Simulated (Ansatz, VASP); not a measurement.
# Ru (Ruthenium): VASP beside Ansatz, part 2 of 2

Wanted: the spread between two codes on one cell, functional and k mesh. The cell is taken from a series of runs on this material, whose earlier steps may have relaxed, scaled, displaced or heated it; both programs get it as it stands.

VASP 6.6.1 and Ansatz 0.2.0.

So far: Set-up; VASP: zone-centre phonons, PBEsol.

### 3. Ansatz: zone-centre phonons, PBEsol

Level of this step: Ansatz beside VASP: Kohn-Sham DFT, plane waves, PBEsol (Ansatz).

Ansatz runs on its PAW soft_1 files.

The same cell, functional, mesh and smearing now go to Ansatz, which takes its cutoff from its data sets.

Input file input.yaml:

```yaml
crystal:
  lattice:
    - [2.6970479501, 0.0, 0.0]
    - [-1.348523975, 2.33571204, 0.0]
    - [0.0, 0.0, 4.2068028532]
  atoms:
    - { symbol: Ru, position: [0.3333333314, 0.6666666686, 0.25] }
    - { symbol: Ru, position: [0.6666666686, 0.3333333314, 0.75] }
kpoints:
  mp_grid: { grid: [18, 18, 12] }
hamiltonian:
  xc: pbesol
  pseudopotentials: { kind: paw, azcp: { folder: soft_1 }, xc_functional: pbe }
scf:
  occupations: { method: methfessel_paxton, width: 0.2 }
output:
  eigenvalues: true
phonons:
  method: dfpt
```

On the command line:

```bash
> ansatz run input.yaml --threads 4 --pin off --max-ram 10240MiB --backend cpu --events-out ev --progress --plain --runs-dir out
```

Numbers of over 12 decimals in the logs are rounded to 6 here.

The log of the run:

```text
zone centre: on kpoints.mp_grid the ground state, and the responses unless they are solved on pairs of k-points, stand on 637 of the mesh's 3888 k-points, reduced under 4 symmetry operations, with k and −k counted as one. Each operation leaves every solved displacement unchanged or reverses it
Engine: ansatz 0.2.0, x86_64-unknown-linux-gnu
Pseudopotentials: kind: paw
Pseudopotential: Ru, paw, valence charge 16, recommended cutoff 420 eV (normal), soft_1/Ru.paw.azcp
Functional definition: PBEsol
  exchange = pbesol_x
  correlation = pbesol_c
Crystal: 2 atoms, lattice volume = 26.501 Å³
Basis set: ecut = 420 eV, 537 PW (Γ), exchange–correlation on 40×40×60 points (8 copies of the dense FFT grid, shifted against one another)
Bands: 20, of which v1, the nominal top of the filled ones, is band 16 counted from 1 (15 counted from 0)
Symmetry: 24 space group operations
k-points: 637 of 3888 (irreducible under 4 space group operations, time reversal used)
Non-local potential: Ru, projectors of the file, l = 0: 3, l = 1: 2, l = 2: 2, l = 3: 1
PAW form: soft (Blöchl's): semilocal exchange-correlation on the pseudo side does not see the compensation charge
PAW frozen core: Ru, regenerated for the run's functional, and the local potential with it (the file was generated under x = pbe(κ = 0.804, μ = 0.219515), c = pbe(β = 0.066725))
PAW one-centre angular grid: Ru, 590 points (default); XC on 64 Gauss nodes
Initial density: superposition of atomic densities (chi_scale 0.1, normalization cell)
Initial wavefunctions: pseudopotential atomic-orbital guess
Functional: x = pbesol(κ = 0.804, μ = 0.123457), c = pbesol(β = 0.046)
SCF iter   1: F=—  HF=-11634.542199 eV  |F-HF|=—  |Δ(HF+E_count)|=         —  Δρ=1.31e-1  dr2=4.31e0  ethr=3.10e-3  ⟨swp⟩=5.1  Hψ=111361  notcnv=0  defer=62
automatic band count: the SCF goes on with 24 bands, as 20 were too few: they end inside the smearing window of the response
preconditioner: auto → none  [metal: Δε(μ)=0.000 eV  Ē_g=11.779 eV  σ=0.200 eV  W_gap=0.00  n_scr=8 (ndim 8)  ℏωp=28.9 eV  f_vac=0.000  D(μ)=1.47/eV (n_scr^D=22)  sad-step TF]
SCF iter   2: F=—  HF=-11633.546538 eV  |F-HF|=—  |Δ(HF+E_count)|=   9.96e-1  S|Δr|=    0.00e0  Δρ=7.46e-2  dr2=1.39e0  ethr=3.10e-3  ⟨swp⟩=2.8  Hψ=29884  notcnv=0  defer=1765
SCF iter   3: F=—  HF=-11633.088908 eV  |F-HF|=—  |Δ(HF+E_count)|=   4.58e-1  S|Δr|=    0.00e0  Δρ=3.78e-3  dr2=1.54e-3  ethr=3.10e-3  ⟨swp⟩=2.1  Hψ=22059  notcnv=0  defer=1765
SCF iter   4: F=—  HF=-11633.090495 eV  |F-HF|=—  |Δ(HF+E_count)|=   1.59e-3  S|Δr|=    0.00e0  Δρ=2.82e-4  dr2=5.53e-6  ethr=4.80e-6  ⟨swp⟩=2.5  Hψ=30230  notcnv=0  defer=1644
SCF iter   5: F=—  HF=-11633.090505 eV  |F-HF|=—  |Δ(HF+E_count)|=   1.07e-5  S|Δr|=    0.00e0  Δρ=8.02e-5  dr2=1.00e-6  ethr=1.73e-8  ⟨swp⟩=2.3  Hψ=22765  notcnv=0  defer=1644
SCF iter   6: F=—  HF=-11633.090504 eV  |F-HF|=—  |Δ(HF+E_count)|=   9.41e-7  S|Δr|=    0.00e0  Δρ=1.92e-5  dr2=4.75e-8  ethr=3.13e-9  ⟨swp⟩=2.2  Hψ=21654  notcnv=0  defer=1644
SCF iter   7: F=—  HF=-11633.090504 eV  |F-HF|=—  |Δ(HF+E_count)|=   2.06e-8  S|Δr|=    0.00e0  Δρ=1.77e-6  dr2=6.25e-10  ethr=1.48e-10  ⟨swp⟩=2.3  Hψ=23967  notcnv=0  defer=1644
SCF iter   8: F=-11633.090504 eV  HF=-11633.090504 eV  |F-HF|=3.64e-12  |Δ(HF+E_count)|=  2.73e-11  S|Δr|=    0.00e0  Δρ=9.28e-8  dr2=1.42e-12  ethr=1.00e-12  ⟨swp⟩=9.0  Hψ=88835  notcnv=0
SCF 1 converged in 8 iterations: F = -11633.090504 eV  dr2 = 1.42e-12
  greatest PAW one-centre occupation: 1.000 electrons in one spin orbital (limit 2), on the Ru atom at site 1 (counted from 0), in its partial waves of l = 0
DFPT response loops at Γ: preconditioner auto → Kerker (q_TF=auto, 2.815 Å⁻¹) (partly filled bands, converged f_vac=0.000); β = 1.00, the filter's whole step (`scf.mixing.beta` (0.50) is not read by the response loops under this deck's `scf.mixing.preconditioner`; to damp them name `kerker` or `kerker_dos`, under which they read `scf.mixing.beta`, and type it under 1.00, their step now; both keys bind the ground state too); Broyden in place of MSR1
SCF converged after 8 iterations
Stability not checked: this state was not tested for a lower state beside it, because cold or Methfessel-Paxton smearing, or corrected tetrahedra, fill the levels in a way that the test cannot read (fill_not_monotonic; see scf.lower_state_search)
Free energy (F): -11633.090504 eV
Harris-Foulkes:  -11633.090504 eV  (|F-HF|=3.64e-12)
Internal energy: -11633.090839 eV  (E = F + TS)
E sigma→0 (E₀):  -11633.090588 eV
Entropy (-TS):   0.000334 eV (0.167 meV/atom)
Fermi energy:    23.888875 eV
Step filling:    the computed levels leave a gap of 0.0000 eV = 0.0 smearing widths at the electron count; against every level under it full and every level over it empty, smearing changes F+E_penalty+E_count by +0.841 meV and its σ→0 estimate by +0.758 meV
--- Per-component energies (eV) ---
  E_band       = -96.301396
  E_kinetic    = 922.208404
  E_local      = -2491.129822  (includes V_loc(G=0)·N_el)
  E_nonlocal   = 828.548901
  E_hartree    = 823.876560
  E_xc         = -339.186736
  E_vxc        = -430.362230  (∫ρ·V_xc dr)
  E_paw        = -6880.043745  (= ΣΔE_a)
  E_vpaw       = -573.321025  (= ΣTr[D̂ρ^β])
  E_aug_tail   = 0.001188  (compensation charges beyond the density's cutoff)
  E_ewald      = -4497.872181
  E_core_change = 0.506593  (= ΣΔE_core)
  E_smearing   = 0.000334  (= −TS)
  E_closure    = 0.000000  (closes the sum)
  Σ components = -11633.090504   (vs F -11633.090504, Δ=0.00e0)
--- Band table (eV; the first three rows and the last of 637) ---
  k-point 0: bands = [... 12 lower, 21.5021, 21.9101, 21.9101, 22.3248, 22.3248, 25.1196, 25.1196, 25.3128, ... 4 higher]
  k-point 1: bands = [... 12 lower, 21.4582, 21.8559, 21.8559, 22.4546, 22.4546, 25.0370, 25.1303, 25.1303, ... 4 higher]
  k-point 2: bands = [... 12 lower, 21.3361, 21.7098, 21.7098, 22.7738, 22.7738, 24.3239, 25.1435, 25.1435, ... 4 higher]
  k-point 636: bands = [... 12 lower, 21.1398, 21.1398, 22.4790, 22.4790, 25.5902, 25.5902, 29.0424, 29.0424, ... 4 higher]
--- Phonons (Γ-DFPT): 2 representative perturbations + reference, on 637 of 3888 k-points (Σ response iterations 6) ---
  k mesh reduced under 4 symmetry operations, with k and −k counted as one. Each operation leaves every solved displacement unchanged or reverses it
  ASR residual: 4.189e-5 → 0.000e0 eV/Å²; symmetrization residual: 9.764e-10 eV/Å²
  ASR residual per site (eV/Å²): 4.19e-5 4.19e-5
  Γ frequencies (cm⁻¹): 0.00 0.00 0.00 212.20 212.20 284.32
  non-analytic LO–TO correction: not included (Born effective charges unavailable; polar crystals: no LO–TO splitting at Γ)
```

### 4. Side by side

Known differences besides the potentials themselves: the data sets hold 32 valence electrons in Ansatz (on its PAW soft_1 files) and 28 in VASP; the cutoff is 420 eV in Ansatz and 500 eV in VASP; Ansatz makes its cores anew for this functional, VASP keeps those of its PBE data sets. Total energies have different zeros and are not compared.

Both answers:

```csv
quantity,Ansatz,VASP,difference
optical mode 1 to 2 (cm⁻¹),212.2,212.1,+0.04 %
optical mode 3 (cm⁻¹),284.3,284.7,-0.13 %
```

Modes are paired by rising frequency, not by their patterns, so a pair may set unlike modes beside each other; they are those without the splitting of longitudinal modes.

### 5. Summary of results

- r.m.s. difference of the optical zone-centre modes, each program's sorted by frequency (zone-centre phonons, PBEsol): 0.22 cm⁻¹

In words: The r.m.s. difference of the optical zone-centre modes, each program's sorted by frequency is 0.22 cm⁻¹ (zone-centre phonons, PBEsol). The data sets hold unlike numbers of valence electrons (32 in Ansatz and 28 in VASP), so part of the differences comes from the potentials. Such differences can come from data sets, numerical settings and the points named under the comparisons, not from the functional's error against experiment.

[Lines on the potential files, build, host, timing and source positions are cut from VASP's logs without a mark.]

[Logs are printed without paths, hosts, clocks, repeated set-up lines and the standing remarks that a program may print on its own settings, such as how far it seeks lower states.]

[Hosts, paths, dates, database ids (printed as entryN), source tags and the programs' standing remarks are cut or masked in the printed files.]
